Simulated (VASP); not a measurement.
**MgS (space group Fm-3m): computed properties**

The numbers are results of SCAN meta-GGA, VASP's PBE PAW potentials (set 64) (plane waves; VASP 6.6.1), not measurements.

```json
{
 "space_group": "Fm-3m (225)",
 "cell": "a = b = c = 5.184 Å, α = β = γ = 90.00°",
 "volume_per_atom": "17.42 Å³/atom",
 "band gap (over mesh and band path)": "3.44 eV",
 "smallest direct gap (over mesh and band path)": "4.71 eV",
 "band_edge_character": "indirect, Γ to X",
 "density": "2.69 g/cm³",
 "mean ε∞ (independent particles)": "5.16"
}
```

```cif
data_MgS
_chemical_formula_sum 'Mg1 S1'
_space_group_name_H-M_alt 'P 1'
_space_group_IT_number 1
_cell_length_a 3.66582
_cell_length_b 3.66582
_cell_length_c 3.66582
_cell_angle_alpha 60.000
_cell_angle_beta 60.000
_cell_angle_gamma 60.000
loop_
_space_group_symop_operation_xyz
  'x, y, z'
loop_
_atom_site_label
_atom_site_type_symbol
_atom_site_fract_x
_atom_site_fract_y
_atom_site_fract_z
_atom_site_occupancy
Mg1 Mg 0.00000 0.00000 0.00000 1
S1 S 0.50000 0.50000 0.50000 1
```

The structure comes from a measured MgS entry (Fm-3m) of the Crystallography Open Database, whose conditions weren't checked. It was relaxed first. Symmetry was kept, so distortions that lower it aren't found.
